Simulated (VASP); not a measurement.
OSZICAR of a VASP run on MnS (rock salt, AFM-II order):

### OSZICAR
```
       N       E                     dE             d eps       ncg     rms          rms(c)
DAV:   1     0.382123151006E+03    0.38212E+03   -0.21578E+04  6364   0.181E+03
DAV:   2     0.567152728283E+01   -0.37645E+03   -0.37155E+03  6036   0.484E+02
DAV:   3    -0.290729232324E+02   -0.34744E+02   -0.34350E+02  8618   0.135E+02
DAV:   4    -0.302288936053E+02   -0.11560E+01   -0.11504E+01  6960   0.227E+01
DAV:   5    -0.302543063620E+02   -0.25413E-01   -0.25409E-01  7551   0.394E+00    0.162E+01
DAV:   6    -0.281218501201E+02    0.21325E+01   -0.27453E+01  7868   0.481E+01    0.153E+01
DAV:   7    -0.280242566146E+02    0.97594E-01   -0.27320E+00  7401   0.195E+01    0.862E+00
DAV:   8    -0.280334303335E+02   -0.91737E-02   -0.29582E-01  7849   0.464E+00    0.427E+00
DAV:   9    -0.280213033562E+02    0.12127E-01   -0.59699E-02  8055   0.233E+00    0.364E-01
DAV:  10    -0.280233989081E+02   -0.20956E-02   -0.93981E-03  7437   0.657E-01    0.189E-01
DAV:  11    -0.280234912032E+02   -0.92295E-04   -0.98164E-04  7170   0.220E-01    0.120E-01
DAV:  12    -0.280235562790E+02   -0.65076E-04   -0.22042E-04  7343   0.944E-02    0.920E-02
DAV:  13    -0.280235802472E+02   -0.23968E-04   -0.11208E-05  6806   0.272E-02    0.499E-02
DAV:  14    -0.280235876968E+02   -0.74496E-05   -0.10313E-05  6561   0.240E-02    0.870E-03
DAV:  15    -0.280235885670E+02   -0.87026E-06   -0.52124E-07  7057   0.718E-03    0.381E-03
DAV:  16    -0.280235885088E+02    0.58276E-07   -0.45442E-08  3949   0.188E-03
   1 F= -.28023589E+02 E0= -.28023589E+02  d E =0.000000E+00  mag=    -0.0000
```

Question: Which electronic solver shows in the log?

Answer: It is blocked Davidson (ALGO = Normal, or the opening steps of other solvers). The INCAR had ALGO = Normal.

Question: How was spin treated?

Answer: Collinear spin (ISPIN = 2): the summary line carries one mag value, 0.00 μB in the cell.

Question: Can the final energy be trusted as converged?

Answer: The run converged. It stopped with EDIFF = 1E-7, NELM = 100 (PW91 GGA, plane waves, VASP's PBE PAW potentials (set 64)).

The compound is MnS in the rock salt, AFM-II order structure. It was relaxed first, which changed the volume by -5 %.
